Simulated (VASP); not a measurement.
Consider the following.

```
CELL_PARAMETERS angstrom
      3.62122     0.00000     0.00000
     -1.81061     3.13607     0.00000
      0.00000     0.00000    11.65131
ATOMIC_POSITIONS crystal
  Y  0.00169 0.99737 0.99920
  Y  0.99830 0.00029 0.49984
  Y  0.32749 0.66190 0.25116
  Y  0.67251 0.34043 0.74980
```

Method: PBE GGA, VASP's PBE PAW potentials (set 64) (plane waves; VASP). Settings: 300 eV cut-off, 7×7×2 Γ-centred mesh, first-order Methfessel-Paxton smearing of 0.10 eV, potentials Y_sv.

At this cut-off the stress carries a Pulay error, which pulls relaxed volumes low. Energy and stress use the plane-wave basis of the starting cell.

Question: The ions, cell shape and volume are relaxed. Predict the relaxed structure.

Answer: 
```
CELL_PARAMETERS angstrom
      3.58561     0.00025     0.00007
     -1.79259     3.10397     0.00001
      0.00022     0.00016    11.55168
ATOMIC_POSITIONS crystal
  Y  0.00040 0.00009 0.00001
  Y  0.99959 0.00056 0.49991
  Y  0.33245 0.66546 0.24992
  Y  0.66756 0.33388 0.75016
```
Space group P6_3/mmc (194), at a tolerance of 0.03 Å.

Question: How do energy and volume change from the first to the last step?

Answer: The energy (σ→0) changes by -3.1 meV/atom and the volume by -2.8 %, in 17 ionic steps.

```
step  E(σ→0) (eV)  max force (eV/Å)  pressure (GPa)  volume (Å³)
----  -----------  ----------------  --------------  -----------
1        -25.6905             0.064           -1.02       132.32
2        -25.7019             0.053            0.11       128.31
3        -25.7020             0.053            0.01       128.65
4        -25.7023             0.043            0.01       128.62
5        -25.7026             0.021            0.01       128.56
6        -25.7026             0.022            0.01       128.57
7        -25.7028             0.018            0.00       128.58
8        -25.7028             0.015            0.00       128.60
9        -25.7028             0.016            0.01       128.60
10       -25.7028             0.018            0.01       128.60
11       -25.7028             0.017            0.01       128.60
12       -25.7028             0.016            0.01       128.60
13       -25.7029             0.015            0.01       128.65
14       -25.7030             0.012           -0.04       128.79
15       -25.7030             0.010           -0.02       128.67
16       -25.7030             0.011            0.02       128.57
17       -25.7030             0.009            0.02       128.57
```

The structure was generated: Y was put into an ordered model structure, which need not be its known phase. In the starting cell atoms are displaced from their ideal sites. This run relaxes it. The run is one of a series of settings (EDIFFG = -0.01, IBRION = 2, ISIF = 3, NSW = 50 against the base run), some of them coarse on purpose.
